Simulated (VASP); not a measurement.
The system is C.

```xyz
4
Lattice="2.4610 0.0000 0.0000 -1.2305 2.1313 0.0000 0.0000 0.0000 6.9763" Properties=species:S:1:pos:R:3 pbc="T T T"
C     0.0000    0.0000    1.7441
C     0.0000    1.4209    1.7441
C     0.0000    0.0000    5.2322
C     1.2305    0.7104    5.2322
```

The cell was built by a generator and needn't be a form met in nature.

Base run:

- Program: VASP 6.6.1
- Functional: SCAN
- Potentials or basis: VASP PAW PBE potentials, release 64 (C)
- Cutoff: 520 eV
- k mesh: 16 × 16 × 4
- Occupations: fermi-dirac, width 0.05 eV
- Spin: no spin polarisation

Its results: band gap on the k mesh 0.72 eV, direct; pressure -2.6 GPa.

Question: After a change of settings the same cell gave: band gap on the k mesh 0.66 eV, direct; pressure 1.1 GPa. Which change was it?
A. functional from SCAN to vdW-DF2
B. functional from SCAN to vdW-DF
C. dispersion from none to rVV10
D. functional from SCAN to rev-vdW-DF2

Answer: D.

Caveats: the PAW data sets were made with another functional, which shifts forces and pressure a little.

Runs at the PBE level aren't shown here.
